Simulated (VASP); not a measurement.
The input files of a VASP run:

**POSCAR**
```
GdN
1
    3.2602521675     1.8823074936     5.5799061600
   -3.2602521675     1.8823074936     5.5799061600
    0.0000000000    -3.7646149872     5.5799061600
Gd N
1 1
Direct
  0.7624000000   0.7624000000   0.7624000000
  0.2376000000   0.2376000000   0.2376000000
```

**KPOINTS**
```
Automatic mesh
0
Gamma
3 3 3
0 0 0
```

INCAR:
```
SYSTEM = GdN
PREC = Accurate
ENCUT = 520
EDIFF = 1E-6
NELM = 100
ALGO = Normal
LREAL = .FALSE.
LASPH = .TRUE.
ISMEAR = 0
SIGMA = 0.05
GGA = PE
LMAXMIX = 6
LWAVE = .FALSE.
LCHARG = .FALSE.
ISIF = 2
```

POTCAR, in this order: Gd_3 N (PBE.64 set). Program: vasp_std.

Q: What happens when VASP runs on this input?

A: There is a fault: the lattice was typed in bohr, and VASP reads ångström. The run ends without an error. Against the sound run, the energy per atom (σ→0) goes up by 6.571 eV/atom; the pressure falls by 7.28 GPa; the largest force increases by 0.076 eV/Å; the band gap falls by 1.17 eV; the volume grows by 570 %.

standard output:
```
 POSCAR found type information on POSCAR GdN
 POSCAR found :  2 types and       2 ions
 Reading from existing POTCAR
 Reading from existing POTCAR
 LDA part: xc-table for (Slater+PW92), standard interpolation
 POSCAR, INCAR and KPOINTS ok, starting setup
 WAVECAR not read
 entering main loop
       N       E                     dE             d eps       ncg     rms          rms(c)
DAV:   1     0.301268354166E+02    0.30127E+02   -0.56786E+03   180   0.898E+02
DAV:   2    -0.285379622631E+01   -0.32981E+02   -0.30877E+02   228   0.124E+02
DAV:   3    -0.105465997170E+02   -0.76928E+01   -0.68106E+01   199   0.382E+01
DAV:   4    -0.108362580254E+02   -0.28966E+00   -0.28943E+00   183   0.716E+00
DAV:   5    -0.108488853279E+02   -0.12627E-01   -0.12623E-01   210   0.141E+00    0.146E+01
DAV:   6    -0.217662869156E+02   -0.10917E+02   -0.27565E+02   229   0.346E+01    0.227E+01
DAV:   7    -0.243776803363E+01    0.19329E+02   -0.14755E+01   194   0.116E+01    0.721E+00
DAV:   8    -0.346579901555E+01   -0.10280E+01   -0.13340E+01   232   0.103E+01    0.285E+00
DAV:   9    -0.420005042466E+01   -0.73425E+00   -0.34090E+00   228   0.470E+00    0.544E+00
DAV:  10    -0.508716665895E+01   -0.88712E+00   -0.23716E+00   210   0.423E+00    0.923E+00
DAV:  11    -0.293323539088E+01    0.21539E+01   -0.11996E+01   210   0.547E+00    0.381E+00
DAV:  12    -0.294561041007E+01   -0.12375E-01   -0.81098E-01   207   0.434E+00    0.196E+00
DAV:  13    -0.351428750939E+01   -0.56868E+00   -0.33508E+00   264   0.251E+00    0.106E+01
DAV:  14    -0.393210651206E+01   -0.41782E+00   -0.47021E-01   245   0.199E+00    0.129E+01
DAV:  15    -0.385935944577E+01    0.72747E-01   -0.10229E-01   213   0.143E+00    0.127E+01
DAV:  16    -0.386180599566E+01   -0.24465E-02   -0.14386E-02   242   0.383E-01    0.128E+01
DAV:  17    -0.352768231263E+01    0.33412E+00   -0.14528E-01   236   0.576E-01    0.108E+01
DAV:  18    -0.320637333076E+01    0.32131E+00   -0.34527E-01   264   0.754E-01    0.743E+00
DAV:  19    -0.373540145735E+01   -0.52903E+00   -0.69707E-01   258   0.138E+00    0.123E+01
DAV:  20    -0.395515972123E+01   -0.21976E+00   -0.76339E-02   248   0.720E-01    0.132E+01
DAV:  21    -0.309291413690E+01    0.86225E+00   -0.13475E+00   258   0.180E+00    0.592E+00
DAV:  22    -0.306487847576E+01    0.28036E-01   -0.12304E-01   228   0.134E+00    0.505E+00
DAV:  23    -0.295800026335E+01    0.10688E+00   -0.19403E+00   261   0.171E+00    0.177E+00
DAV:  24    -0.297516248492E+01   -0.17162E-01   -0.47460E-02   193   0.994E-01    0.174E+00
DAV:  25    -0.296075920710E+01    0.14403E-01   -0.35639E-01   247   0.130E+00    0.957E-01
DAV:  26    -0.295862278007E+01    0.21364E-02   -0.17658E-02   215   0.544E-01    0.827E-01
DAV:  27    -0.295938865010E+01   -0.76587E-03   -0.30246E-03   250   0.193E-01    0.780E-01
DAV:  28    -0.295605355965E+01    0.33351E-02   -0.27151E-02   261   0.299E-01    0.989E-02
DAV:  29    -0.295636788256E+01   -0.31432E-03   -0.16555E-03   186   0.200E-01    0.805E-02
DAV:  30    -0.295708823958E+01   -0.72036E-03   -0.40515E-03   264   0.156E-01    0.230E-01
DAV:  31    -0.295715872197E+01   -0.70482E-04   -0.55110E-04   202   0.104E-01    0.257E-01
DAV:  32    -0.295666027458E+01    0.49845E-03   -0.54142E-04   256   0.520E-02    0.159E-01
DAV:  33    -0.295654463585E+01    0.11564E-03   -0.16825E-04   258   0.317E-02    0.113E-01
DAV:  34    -0.295645144840E+01    0.93187E-04   -0.13087E-04   264   0.361E-02    0.807E-02
DAV:  35    -0.295639042442E+01    0.61024E-04   -0.21031E-04   252   0.332E-02    0.323E-02
DAV:  36    -0.295638303322E+01    0.73912E-05   -0.27005E-05   256   0.203E-02    0.228E-02
DAV:  37    -0.295638079279E+01    0.22404E-05   -0.16105E-05   242   0.167E-02    0.218E-02
DAV:  38    -0.295637865504E+01    0.21378E-05   -0.18063E-05   264   0.759E-03    0.713E-03
DAV:  39    -0.295637857561E+01    0.79428E-07   -0.23215E-06   216   0.743E-03
   1 F= -.29563786E+01 E0= -.29516628E+01  d E =-.943159E-02
```

**OUTCAR**
```
------------------------ aborting loop because EDIFF is reached ----------------------------------------
  FORCE on cell =-STRESS in cart. coord.  units (eV):
  Direction    XX          YY          ZZ          XY          YZ          ZX
  --------------------------------------------------------------------------------------
  Total       -4.1769588     -4.1769589     -3.9978180      0.0000000      0.0000000      0.0000000
  in kB      -32.5724825    -32.5724835    -31.1755191      0.0000000      0.0000000      0.0000000
  external PRESSURE =     -32.1068284 kB  Pullay stress =       0.0000000 kB
  volume of cell :      205.46
      direct lattice vectors                 reciprocal lattice vectors
     3.260252168  1.882307494  5.579906160     0.153362370  0.088543804  0.059738161
    -3.260252168  1.882307494  5.579906160    -0.153362370  0.088543804  0.059738161
     0.000000000 -3.764614987  5.579906160     0.000000000 -0.177087609  0.059738161
 POSITION                                       TOTAL-FORCE (eV/Angst)
 -----------------------------------------------------------------------------------
      0.00000      0.00000     12.76236         0.000000      0.000000      0.510156
      0.00000      0.00000      3.97736         0.000000      0.000000     -0.510156
 -----------------------------------------------------------------------------------
    total drift:                                0.000000     -0.000000      0.000183
  FREE ENERGIE OF THE ION-ELECTRON SYSTEM (eV)
  ---------------------------------------------------
  free  energy   TOTEN  =        -2.9563785756 eV

  energy  without entropy=       -2.9469469858  energy(sigma->0) =       -2.95166278
```
(Selected blocks of OUTCAR.)

To mend it, correct POSCAR, correct KPOINTS.
### POSCAR
```
GdN
1
    1.7252750000     0.9960880000     2.9528000000
   -1.7252750000     0.9960880000     2.9528000000
    0.0000000000    -1.9921760000     2.9528000000
Gd N
1 1
Direct
  0.7624000000   0.7624000000   0.7624000000
  0.2376000000   0.2376000000   0.2376000000
```
**KPOINTS**
```
Automatic mesh
0
Gamma
7 7 7
0 0 0
```
The mended run (PBE GGA, plane waves, VASP's PBE PAW potentials (set 64)) converges, and its OSZICAR ends with
```
   1 F= -.16094367E+02 E0= -.16094367E+02  d E =-.295098E-16
```

The structure was generated: GdN was put into the alpha-GeTe type (R3m), which need not be its known phase. The cell was not relaxed at this level. The 4f electrons are frozen in the core of the lanthanide potential, so 4f levels, which can set the real gap, and their magnetism are missing.
